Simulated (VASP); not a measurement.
A run of VASP 6.6.1 is set up as follows.

INCAR

```
SYSTEM = Be2Ge
PREC = Accurate ; ENCUT = 520
EDIFF = 1E-6 ; ISMEAR = 0
SIGMA = 0.05 ; LREAL = .FALSE.
LASPH = .TRUE. ; NELM = 100
ALGO = Fast ; ISIF = 2
LWAVE = .FALSE. ; LCHARG = .TRUE.
GGA = PE ; LELF = .TRUE.
LVHAR = .TRUE. ; NBANDS = 16
```

The input KPOINTS:

```
regular mesh
0
G
  6 6 6
  0 0 0
```

Contents of POSCAR:

```
Be2Ge
1.0
    0.0000000000      2.6855624116      2.6855624116
    2.6855624116      0.0000000000      2.6855624116
    2.6855624116      2.6855624116      0.0000000000
Ge Be
1 2
Direct
    0.0000000000      0.0000000000      0.0000000000
    0.2500000000      0.2500000000      0.2500000000
    0.7500000000      0.7500000000      0.7500000000
```

Potentials or basis: VASP PAW PBE potentials, release 64 (Ge_d, Be).

The run is started by

```sh
$ cat potpaw_PBE.64/Ge_d/POTCAR potpaw_PBE.64/Be/POTCAR > POTCAR
$ mpirun -np 1 vasp_std > vasp.out
```

(1) Estimate the band gap on the k mesh.

(2) Estimate the pressure.

Results:

(1) none (metal or under the smearing width).

(2) -0.1 GPa.
